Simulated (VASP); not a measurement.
Energy against volume of C (diamond). Method: revPBE GGA, VASP's PBE PAW potentials (set 64) (plane waves; VASP 6.6.1).

```
V (Å³/atom)  E (eV/atom)
-----------  -----------
5.419           -8.65946
5.591           -8.68271
5.764           -8.69012
5.937           -8.68380
6.110           -8.66553
```

Question: Fit a third-order Birch-Murnaghan equation of state.

Answer: 
| Quantity | Value |
|---|---|
| volume per atom | 5.77 Å³/atom |
| bulk modulus | 423 GPa |
| pressure derivative of the bulk modulus | 3.70 |
| lattice constant a | 3.587 Å |

Measured: bulk modulus 455 GPa at 0 K (computed value off by -7.0 %), as given by Daniel Mejia-Rodriguez et al., Physical Review B (2018), arXiv:1807.09216 [0 K value with the zero-point phonon effect removed]; a 3.553 Å at 0 K (computed value off by +1.0 %), as given by Daniel Mejia-Rodriguez et al., Physical Review B (2018), arXiv:1807.09216 [static lattice: zero-point anharmonic expansion removed].

The compound is C in the diamond structure. It was relaxed first.
